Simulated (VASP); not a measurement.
Energy against volume of InP (zinc blende). Method: rev-vdW-DF2, VASP's PBE PAW potentials (set 64) (plane waves; VASP). Numerical set-up: 520 eV cut-off, 8×8×8 Γ-centred mesh, Gaussian smearing of 0.050 eV, potentials In_d P.

```json
[
 {"V (Å³/atom)": "24.461", "E (eV/atom)": "-2.18656"},
 {"V (Å³/atom)": "25.242", "E (eV/atom)": "-2.20239"},
 {"V (Å³/atom)": "26.022", "E (eV/atom)": "-2.20746"},
 {"V (Å³/atom)": "26.803", "E (eV/atom)": "-2.20345"}
]
```

Q: Fit these four points and predict the energy of the run at 27.584 Å³/atom.

A: A cubic in V^(−2/3), the third-order Birch-Murnaghan form, passes through the four points with V0 = 26.05 Å³/atom and B0 = 62 GPa, and gives -2.1918 eV/atom there. The run gave -2.1918 eV/atom, -0.0 meV/atom from the fit; all five points give B0 = 62 GPa.

The compound is InP in the zinc blende structure. It was relaxed first.
